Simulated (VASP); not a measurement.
Here is the system:

```xyz
6
Lattice="3.6495 0.0000 0.0000 -1.8248 3.1606 0.0000 0.0000 0.0000 12.0729" Properties=species:S:1:pos:R:3 pbc="T T T"
Sn     0.0000     2.1070     7.5458
Sn     1.8248     1.0535     1.5093
S      1.8248     1.0535     9.0205
S      0.0000     2.1070     2.9840
S      0.0000     0.0000     0.0339
S      0.0000     0.0000     6.0704
```

Computed with PBEsol GGA with spin-orbit coupling, VASP's PBE PAW potentials (set 64) (plane waves; VASP 6.6.1). Numerical set-up: 400 eV cut-off, 6×6×2 Γ-centred mesh, Gaussian smearing of 0.050 eV, potentials Sn_d S.

Without a dispersion term in the relaxation, distances and binding between the weakly bound layers, chains or molecules are unreliable, and so is what depends on them.

Task: Estimate the energy per atom (σ→0), band gap (over mesh and band path) with the smallest direct gap where there is one.

Result: 
| Quantity | Value |
|---|---|
| band gap (over mesh and band path) | 1.24 eV |
| smallest direct gap (over mesh and band path) | 1.47 eV |
| energy per atom (σ→0) | -4.770 eV/atom |

The absolute energy has meaning only against runs of the same code, potentials and settings.

The structure comes from a computed database's SnS2 entry (P6_3mc); how it stands against other phases isn't given here. It was relaxed first.
